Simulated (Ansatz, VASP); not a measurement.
## C (Diamond): VASP beside Ansatz

Wanted: the spread between two codes on one cell, functional and k mesh. The cell is taken from a series of runs on this material, whose earlier steps may have relaxed, scaled, displaced or heated it; both programs get it as it stands.

Method: plane waves, with VASP 6.6.1 beside it; zone-centre phonons at LDA, in Ansatz 0.2.0.

### Step 1. The starting structure

It takes space group Fd-3m (No. 227, cubic). The conventional cell has a = 3.531 Å, b = 3.531 Å, c = 3.531 Å, α = 90.00°, β = 90.00°, γ = 90.00°. Nearest to C lie 4 C at 1.53 Å.

### Step 2. VASP: zone-centre phonons, LDA

Second derivatives magnify differences that forces hide, and they need a tight electronic threshold.

Lines of VASP's logs that name or quote its potential files are left out, and so is its time.

Contents of INCAR:

```
SYSTEM = C
PREC = Accurate
ENCUT = 600
EDIFF = 1E-08
NELM = 120
ISMEAR = -1
SIGMA = 0.03
LREAL = .FALSE.
ALGO = Normal
GGA = CA
NELECT = 7.98899
NBANDS = 9
LORBIT = 11
LWAVE = .FALSE.
LCHARG = .FALSE.
ISIF = 2
IBRION = 8
LASPH = .TRUE.
GGA_COMPAT = .FALSE.
KPAR = 2
```

Contents of POSCAR:

```
C
1.0
    0.0000000000      1.7657332855      1.7657332855
    1.7657332855      0.0000000000      1.7657332855
    1.7657332855      1.7657332855      0.0000000000
C
2
Direct
    0.5000000000      0.5000000000      0.5000000000
    0.7500000000      0.7500000000      0.7500000000
```

Contents of KPOINTS:

```
Automatic mesh
0
Gamma
34 34 34
0 0 0
```

Potentials, in the order of the species: C (LDA family, release 64).

Run with:

```
> mpirun -np 2 vasp_std
```

Numbers of over 12 decimals in the logs are rounded to 6 here.

Output:

```text
[banner, memory and clock lines left out]
running    2 mpi-ranks, on    1 nodes
 distrk:  each k-point on    1 cores,    2 groups
 distr:  one band on    1 cores,    1 groups

 POSCAR found type information on POSCAR C
 POSCAR found :  1 types and       2 ions
 LDA part: xc-table for (Slater(with rela. corr.)+CA(PZ))
 , standard interpolation
 POSCAR, INCAR and KPOINTS ok, starting setup
 FFT: planning ... GRIDC
 FFT: planning ... GRID_SOFT
 FFT: planning ... GRID
 WAVECAR not read
 entering main loop
       N       E                     dE             d eps       ncg     rms          rms(c)
DAV:   1    -0.813033950569E+00   -0.81303E+00   -0.46233E+03 20039   0.825E+02
DAV:   2    -0.209205006436E+02   -0.20107E+02   -0.19463E+02 28179   0.133E+02
DAV:   3    -0.212117442368E+02   -0.29124E+00   -0.29039E+00 21986   0.144E+01
DAV:   4    -0.212123711557E+02   -0.62692E-03   -0.62686E-03 24941   0.737E-01
DAV:   5    -0.212123717599E+02   -0.60419E-06   -0.60419E-06 21629   0.187E-02BRMIX: very serious problems
 the old and the new charge density differ
 old charge density:     8.00000 new    7.98899
BRMIX: very serious problems
 the old and the new charge density differ
 old charge density:     8.00000 new    7.98899
    0.586E+00
DAV:   6    -0.205832328220E+02    0.62914E+00   -0.40778E-01 19873   0.493E+00    0.340E+00
DAV:   7    -0.203626144447E+02    0.22062E+00   -0.47752E-01 20835   0.535E+00    0.752E-01
DAV:   8    -0.203622771517E+02    0.33729E-03   -0.76175E-03 20751   0.845E-01    0.315E-02
DAV:   9    -0.203622625584E+02    0.14593E-04   -0.41620E-05 21408   0.573E-02    0.228E-02
DAV:  10    -0.203622639170E+02   -0.13586E-05   -0.15760E-06 21489   0.122E-02    0.378E-03
DAV:  11    -0.203622638558E+02    0.61169E-07   -0.61183E-08 23580   0.213E-03    0.394E-04
DAV:  12    -0.203622638418E+02    0.14020E-07   -0.63373E-10 12830   0.286E-04    0.110E-04
DAV:  13    -0.203622638385E+02    0.33398E-08   -0.26288E-11 11263   0.579E-05
   1 F= -.20362264E+02 E0= -.20362165E+02  d E =-.198089E-03
 Linear response reoptimize wavefunctions to high precision
DAV:   1    -0.203622638380E+02    0.47197E-09   -0.12262E-12 11980   0.119E-05
DAV:   2    -0.203622638380E+02    0.68212E-12   -0.37522E-13 11029   0.294E-06
 Linear response DOF=           1
 Linear response progress:
  Degree of freedom:   1/  1
       N       E                     dE             d eps       ncg     rms          rms(c)
RMM:   1    -0.119509789578E+00   -0.11951E+00   -0.17056E-02233620   0.230E+00
RMM:   2    -0.111135793866E+00    0.83740E-02   -0.24828E-03152538   0.447E-01    0.213E-01
RMM:   3    -0.111311384271E+00   -0.17559E-03   -0.33455E-04150368   0.148E-01    0.115E-01
RMM:   4    -0.112294250668E+00   -0.98287E-03   -0.36192E-04150160   0.151E-01    0.142E-02
RMM:   5    -0.112246729056E+00    0.47522E-04   -0.58717E-06161669   0.167E-02    0.110E-03
RMM:   6    -0.112248288284E+00   -0.15592E-05   -0.21228E-07159541   0.125E-03    0.508E-04
RMM:   7    -0.112245612677E+00    0.26756E-05   -0.27504E-08164412   0.484E-04    0.644E-05
RMM:   8    -0.112246013342E+00   -0.40067E-06   -0.11137E-08164482   0.206E-04    0.154E-05
RMM:   9    -0.112245787677E+00    0.22567E-06   -0.11490E-08173664   0.167E-04    0.172E-06
RMM:  10    -0.112245794515E+00   -0.68382E-08   -0.40488E-09164015   0.151E-04    0.386E-07
 first order change of Fermi-energy   0.47586E-04
 force on displaced ion       1 direction 1 : -31.454  -0.000  -0.000
 Linear response finished
```

OUTCAR, selected parts (step 2):

```text
NELECT = 7.98899

 ion  position               nearest neighbor table
   1  0.500  0.500  0.500-   2 1.53   2 1.53   2 1.53   2 1.53
   2  0.750  0.750  0.750-   1 1.53   1 1.53   1 1.53   1 1.53

  LATTYP: Found a face centered cubic cell.
 ALAT       =     3.5314665710

 Subroutine GETGRP returns: Found 48 space group operations
 (whereof 24 operations were pure point group operations)

The static configuration has the point symmetry T_d .
 The point group associated with its full space group is O_h .

 Found   1059 irreducible k-points:

   k-points           NKPTS =   1059   k-points in BZ     NKDIM =   1059   number of bands    NBANDS=      9

   dimension x,y,z NGX =    20 NGY =   20 NGZ =   20
   dimension x,y,z NGXF=    40 NGYF=   40 NGZF=   40

   ENCUT  =  600.0 eV  44.10 Ry    6.64 a.u.   4.99  4.99  4.99*2*pi/ulx,y,z

 k-points in reciprocal lattice and weights: Automatic mesh
   0.00000000  0.00000000  0.00000000       0.000
   0.02941176  0.00000000  0.00000000       0.000
   0.05882353  0.00000000  0.00000000       0.000
   0.08823529  0.00000000  0.00000000       0.000
   0.11764706  0.00000000  0.00000000       0.000
   0.14705882  0.00000000  0.00000000       0.000
   0.17647059  0.00000000  0.00000000       0.000
   0.20588235  0.00000000  0.00000000       0.000
   0.23529412  0.00000000  0.00000000       0.000
[...]
-0.26470588  0.47058824  0.23529412       0.001
  -0.26470588  0.50000000  0.23529412       0.000

 average (electrostatic) potential at core
       1 -49.0896       2 -49.0896

  Total       -0.0983753     -0.0983753     -0.0983753     -0.0000000     -0.0000000      0.0000000
  in kB      -14.3150039    -14.3150039    -14.3150039     -0.0000000     -0.0000000      0.0000000
  external PRESSURE =     -14.3150039 kB  Pullay stress =       0.0000000 kB

  energy-cutoff  :      600.00
  volume of cell :       11.01
      direct lattice vectors                 reciprocal lattice vectors
     0.000000000  1.765733286  1.765733286    -0.283168474  0.283168474  0.283168474
     1.765733286  0.000000000  1.765733286     0.283168474 -0.283168474  0.283168474
     1.765733286  1.765733286  0.000000000     0.283168474  0.283168474 -0.283168474

 POSITION                                       TOTAL-FORCE (eV/Angst)
 -----------------------------------------------------------------------------------
      1.76573      1.76573      1.76573         0.000000      0.000000      0.000000
      2.64860      2.64860      2.64860        -0.000000     -0.000000     -0.000000
 -----------------------------------------------------------------------------------
    total drift:                                0.000000     -0.000000      0.000000

 Eigenvectors and eigenvalues of the dynamical matrix
 ----------------------------------------------------

   1 f  =   35.777954 THz   224.799518 2PiTHz 1193.424102 cm-1   147.965664 meV
             X         Y         Z           dx          dy          dz
      1.765733  1.765733  1.765733     0.000000   -0.707107    0.000000
      2.648600  2.648600  2.648600     0.000000    0.707107    0.000000

   2 f  =   35.777954 THz   224.799518 2PiTHz 1193.424102 cm-1   147.965664 meV
             X         Y         Z           dx          dy          dz
      1.765733  1.765733  1.765733    -0.707107    0.000000    0.000000
      2.648600  2.648600  2.648600     0.707107    0.000000    0.000000

   3 f  =   35.777954 THz   224.799518 2PiTHz 1193.424102 cm-1   147.965664 meV
             X         Y         Z           dx          dy          dz
      1.765733  1.765733  1.765733     0.000000    0.000000   -0.707107
      2.648600  2.648600  2.648600     0.000000    0.000000    0.707107

   4 f  =    0.000000 THz     0.000000 2PiTHz    0.000000 cm-1     0.000000 meV
             X         Y         Z           dx          dy          dz
      1.765733  1.765733  1.765733     0.707107    0.000000    0.000000
      2.648600  2.648600  2.648600     0.707107    0.000000    0.000000

   5 f  =    0.000000 THz     0.000000 2PiTHz    0.000000 cm-1     0.000000 meV
             X         Y         Z           dx          dy          dz
      1.765733  1.765733  1.765733     0.000000    0.707107    0.000000
      2.648600  2.648600  2.648600     0.000000    0.707107    0.000000

   6 f  =    0.000000 THz     0.000000 2PiTHz    0.000000 cm-1     0.000000 meV
             X         Y         Z           dx          dy          dz
      1.765733  1.765733  1.765733     0.000000    0.000000    0.707107
      2.648600  2.648600  2.648600     0.000000    0.000000    0.707107

 ELASTIC MODULI CONTR FROM IONIC RELAXATION (kBar)
 Direction    XX          YY          ZZ          XY          YZ          ZX
 --------------------------------------------------------------------------------
 XX          -0.0000     -0.0000      0.0000      0.0000      0.0000      0.0000
 YY          -0.0000     -0.0000      0.0000      0.0000      0.0000      0.0000
 ZZ           0.0000      0.0000     -0.0000      0.0000     -0.0000     -0.0000
 XY           0.0000      0.0000      0.0000    -89.7219      0.0000     -0.0000
 YZ           0.0000      0.0000     -0.0000      0.0000    -89.7219      0.0000
 ZX           0.0000      0.0000     -0.0000     -0.0000      0.0000    -89.7219
 --------------------------------------------------------------------------------
```

The cell is charged against a uniform background.

### Step 3. Ansatz: zone-centre phonons, LDA

Ansatz runs on its PAW soft_1 files.

The same cell, functional (in two slightly different forms), mesh and smearing now go to Ansatz, which takes its cutoff from its data sets.

Contents of input.yaml:

```yaml
crystal:
  lattice:
    - [0.0, 1.7657332855, 1.7657332855]
    - [1.7657332855, 0.0, 1.7657332855]
    - [1.7657332855, 1.7657332855, 0.0]
  atoms:
    - { symbol: C, position: [0.5, 0.5, 0.5] }
    - { symbol: C, position: [0.75, 0.75, 0.75] }
total_charge: 0.01101
kpoints:
  mp_grid: { grid: [34, 34, 34] }
hamiltonian:
  xc: lda
  pseudopotentials: { kind: paw, azcp: { folder: soft_1 }, xc_functional: pbe }
scf:
  occupations: { method: fermi_dirac, width: 0.03 }
output:
  eigenvalues: true
phonons:
  method: dfpt
```

Run with:

```
> ansatz run input.yaml --threads 4 --pin off --max-ram 16384MiB --backend cpu --events-out ev --progress --plain --runs-dir out
```

Output:

```text
zone centre: on kpoints.mp_grid the ground state, and the responses unless they are solved on pairs of k-points, stand on 2844 of the mesh's 39304 k-points, reduced under 8 symmetry operations, with k and −k counted as one. Each operation leaves every solved displacement unchanged or reverses it
Engine: ansatz 0.2.0, x86_64-unknown-linux-gnu
Pseudopotentials: kind: paw
Pseudopotential: C, paw, valence charge 4, recommended cutoff 420 eV (normal), soft_1/C.paw.azcp
Functional definition: SPW92
  exchange = slater_x
  correlation = pw_c
Crystal: 2 atoms, lattice volume = 11.010 Å³
Basis set: ecut = 420 eV, 181 PW (Γ), exchange–correlation on 40×40×40 points (8 copies of the dense FFT grid, shifted against one another)
Bands: 8, of which v1, the nominal top of the filled ones, is band 4 counted from 1 (3 counted from 0)
Symmetry: 48 space group operations
k-points: 2844 of 39304 (irreducible under 8 space group operations, time reversal used)
Non-local potential: C, projectors of the file, l = 0: 2, l = 1: 2, l = 2: 1
PAW form: soft (Blöchl's): semilocal exchange-correlation on the pseudo side does not see the compensation charge
PAW frozen core: C, regenerated for the run's functional, and the local potential with it (the file was generated under x = pbe(κ = 0.804, μ = 0.219515), c = pbe(β = 0.066725))
PAW one-centre angular grid: C, 110 points (default); XC on 64 Gauss nodes
Initial density: superposition of atomic densities (chi_scale 0.1, normalization cell)
Initial wavefunctions: pseudopotential atomic-orbital guess
Functional: x = slater, c = lda
SCF iter   1: F=—  HF=-486.866457 eV  |F-HF|=—  |Δ(HF+E_count)|=         —  Δρ=1.47e-1  dr2=1.68e0  ethr=3.10e-3  ⟨swp⟩=4.8  Hψ=147126  notcnv=0
preconditioner: auto → none  [metal: Δε(μ)=0.024 eV  Ē_g=19.985 eV  σ=0.030 eV  W_gap=0.19  n_scr=0 (ndim 8)  ℏωp=31.6 eV  f_vac=0.000  D(μ)=0.07/eV (n_scr^D=0)]
SCF iter   2: F=—  HF=-486.244879 eV  |F-HF|=—  |Δ(HF+E_count)|=   6.22e-1  Δρ=6.07e-2  dr2=2.74e-1  ethr=3.10e-3  ⟨swp⟩=2.8  Hψ=66300  notcnv=0
SCF iter   3: F=—  HF=-486.138787 eV  |F-HF|=—  |Δ(HF+E_count)|=   1.06e-1  Δρ=3.80e-3  dr2=5.12e-4  ethr=3.10e-3  ⟨swp⟩=2.3  Hψ=44995  notcnv=0
SCF iter   4: F=—  HF=-486.138941 eV  |F-HF|=—  |Δ(HF+E_count)|=   1.55e-4  Δρ=1.47e-4  dr2=8.90e-7  ethr=6.41e-6  ⟨swp⟩=2.8  Hψ=41501  notcnv=0
SCF iter   5: F=—  HF=-486.138942 eV  |F-HF|=—  |Δ(HF+E_count)|=   8.56e-7  Δρ=1.97e-5  dr2=9.96e-9  ethr=1.11e-8  ⟨swp⟩=1.9  Hψ=30691  notcnv=0
SCF iter   6: F=-486.138942 eV  HF=-486.138942 eV  |F-HF|=1.02e-12  |Δ(HF+E_count)|=   5.38e-9  Δρ=2.89e-7  dr2=2.35e-12  ethr=1.00e-12  ⟨swp⟩=5.0  Hψ=104706  notcnv=0
SCF 1 converged in 6 iterations: F = -486.138942 eV  dr2 = 2.35e-12
  greatest PAW one-centre occupation: 0.643 electrons in one spin orbital (limit 2), on the C atom at site 1 (counted from 0), in its partial waves of l = 0
DFPT response loops at Γ: preconditioner auto → Kerker (q_TF=auto, 2.586 Å⁻¹) (partly filled bands, converged f_vac=0.000); β = 1.00, the filter's whole step (`scf.mixing.beta` (0.50) is not read by the response loops under this deck's `scf.mixing.preconditioner`; to damp them name `kerker` or `kerker_dos`, under which they read `scf.mixing.beta`, and type it under 1.00, their step now; both keys bind the ground state too); Broyden in place of MSR1
SCF converged after 6 iterations
Free energy (F): -486.138942 eV
Harris-Foulkes:  -486.138942 eV  (|F-HF|=1.02e-12)
Internal energy: -486.138745 eV  (E = F + TS)
E sigma→0 (E₀):  -486.138844 eV
Entropy (-TS):   -0.000197 eV (-0.099 meV/atom)
Fermi energy:    13.371185 eV
--- Per-component energies (eV) ---
  E_band       = 36.163924
  E_kinetic    = 181.255712
  E_local      = -109.674727  (includes V_loc(G=0)·N_el)
  E_nonlocal   = 47.993920
  E_hartree    = 25.759182
  E_xc         = -95.050555
  E_vxc        = -117.720368  (∫ρ·V_xc dr)
  E_paw        = -185.111066  (= ΣΔE_a)
  E_vpaw       = -17.209013  (= ΣTr[D̂ρ^β])
  E_aug_tail   = 0.000038  (compensation charges beyond the density's cutoff)
  E_ewald      = -351.436914
  E_core_change = 0.125665  (= ΣΔE_core)
  E_smearing   = -0.000197  (= −TS)
  E_closure    = 0.000000  (closes the sum)
  E_deformation_potential = 0.244685  (in the stress; not in F)
  Σ components = -486.138942   (vs F -486.138942, Δ=0.00e0)
--- Band table (eV; the first three rows and the last of 2844) ---
  k-point 0: bands = ["-8.1007", "13.6314", "13.6314", "13.6314", "19.2590", "19.2590", "19.2590", "27.7913"]
  k-point 1: bands = ["-8.0764", "13.4532", "13.5856", "13.5856", "19.3174", "19.3174", "19.3729", "27.8047"]
  k-point 2: bands = ["-8.0031", "12.9662", "13.4563", "13.4563", "19.4843", "19.4843", "19.6754", "27.8461"]
  k-point 2843: bands = ["1.6713", "1.6713", "5.0321", "5.0321", "24.0723", "24.0723", "26.4656", "26.4656"]
--- Phonons (Γ-DFPT): 1 representative perturbation + reference, on 2844 of 39304 k-points (Σ response iterations 3) ---
  k mesh reduced under 8 symmetry operations, with k and −k counted as one. Each operation leaves every solved displacement unchanged or reverses it
  ASR residual: 2.393e-5 → 0.000e0 eV/Å²; symmetrization residual: 1.221e-13 eV/Å²
  ASR residual per site (eV/Å²): 2.39e-5 2.39e-5
  Γ frequencies (cm⁻¹): 0.00 0.00 0.00 1185.87 1185.87 1185.87
  non-analytic LO–TO correction: not included (Born effective charges unavailable; polar crystals: no LO–TO splitting at Γ)
```

In the SCF lines HF is the Harris–Foulkes energy and dr2 the Hartree energy of the density residual, in eV; the loop may stop once dr2 is under the threshold and the program's other checks hold. Hψ counts applications of the Hamiltonian.

### Step 4. Differences

Known differences besides the potentials themselves: the two LDA forms differ slightly; the cutoff is 420 eV in Ansatz and 600 eV in VASP; VASP's log shows a relativistic correction to its local exchange, Ansatz's none. Total energies have different zeros and are not compared.

Both answers:

```csv
quantity,Ansatz,VASP,difference
optical mode 1 to 3 (cm⁻¹),1185.9,1193.4,-0.63 %
```

Modes are paired by rising frequency, not by their patterns, so a pair may set unlike modes beside each other; they are those without the splitting of longitudinal modes. The cell carries a charge of +0.01101 e against a uniform background, so its pressure also hangs on how the neutralising background is counted, and in a defect's cell a gap may be the spacing between its levels.

### Step 5. Outcome

* r.m.s. difference of the optical zone-centre modes, each program's sorted by frequency (zone-centre phonons, LDA): 7.6 cm⁻¹
* difference in optical mode 1 to 3 (zone-centre phonons, LDA): -0.6 %

**Reading.** The r.m.s. difference of the optical zone-centre modes, each program's sorted by frequency is 7.6 cm⁻¹ (zone-centre phonons, LDA). Among the rows given in per cent, the largest difference of the zone-centre phonons, LDA pair is in optical mode 1 to 3, -0.6 %. Such differences can come from data sets, numerical settings and the points named under the comparisons, not from the functional's error against experiment.

[Lines on the potential files, build, host, timing and source positions are cut from VASP's logs without a mark.]

[Logs are printed without paths, hosts, clocks, repeated set-up lines and the standing remarks that a program may print on its own settings, such as how far it seeks lower states.]

[Hosts, paths, dates, database ids (printed as entryN), source tags and the programs' standing remarks are cut or masked in the printed files.]
